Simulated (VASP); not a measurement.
## BN: energy against volume

BN (zinc blende, F-43m, 5.869 Å³/atom and stress up to 0.28 GPa in the relaxed cell, cube axes along x, y and z) under an equal strain ε along all three axes. PBEsol in VASP (plane waves, PAW), 600 eV, 14×14×14 Γ-centred mesh, Gaussian smearing 0.05 eV; ions are relaxed, or left where forces stay under 0.02 eV/Å, within the symmetry of each cell.

Here V stands for volume and E for E less E0.

```
volume (Å³/atom)  E less E0 (meV/atom)  pressure (GPa)
----------------  --------------------  --------------
5.5237                           27.49           25.90
5.6087                           15.37           18.77
5.6945                            6.81           12.04
5.7813                            1.76            5.70
5.8688                            0.00           -0.28
5.9573                            1.44           -5.91
6.0467                            5.97          -11.21
6.1369                           13.44          -16.20
6.2281                           23.74          -20.89
6.4130                               ?               ?
```

Using the third-order Birch-Murnaghan form, a cubic in V^(-2/3), estimate the missing E at V = 6.4130 from the other rows, showing the fit.

With u = V^(-2/3) - 0.308, the rows have u = 0.012022, 0.008781, 0.005591, 0.002444, -0.000650, -0.003701, -0.006708, -0.009667, -0.012587. Least squares gives E = 0.100 + 261.99·u + 168872·u² - 93602·u³. Residuals (row less fit): -0.004, 0.012, -0.017, 0.012, -0.001, -0.008, 0.000, 0.007, -0.004; standard error 0.012 (degrees of freedom: 5). Its minimum lies at u = -0.000775, so V0 = (0.307225)^(-3/2) = 5.872. There d²E/du² = 338200 and d³E/du³ = -561600, so B0 = (4/9) × 5.872^(-7/3) × 338200 × 0.160218 = 387 GPa (the last factor turns the table's units into GPa), and B0' = 4 + (2/3) × 0.307225 × (-561600)/338200 = 3.7. B0' rests on the cubic coefficient alone and has a standard error of 0.1 from these residuals. At the withheld row, u = -0.018293, so E = 0.100 + 261.99 × (-0.018293) + 168872 × (-0.018293)² - 93602 × (-0.018293)³ = 52.391 meV/atom. The calculation gives 52.37 meV/atom, 0.021 meV/atom below the prediction (0.0 % of the range of E in the table). The row lies outside the fitted rows, so this is an extrapolation. From the scatter of the fitted rows alone, a prediction at this place has a standard error of 0.049 meV/atom, so the miss is 0.4 times that.

Other structures, which can take over under pressure, weren't tried. The same form fitted to the pressure column gives B0' = 3.7; series where the two differ by over 0.4 aren't shown. Rows are the converged runs of the series near zero and its far end, less any whose ions stayed unrelaxed beside relaxed ones; series whose fitted rows scatter by over a few per cent of the range, as at a crossing or softening among them, aren't shown in this form.
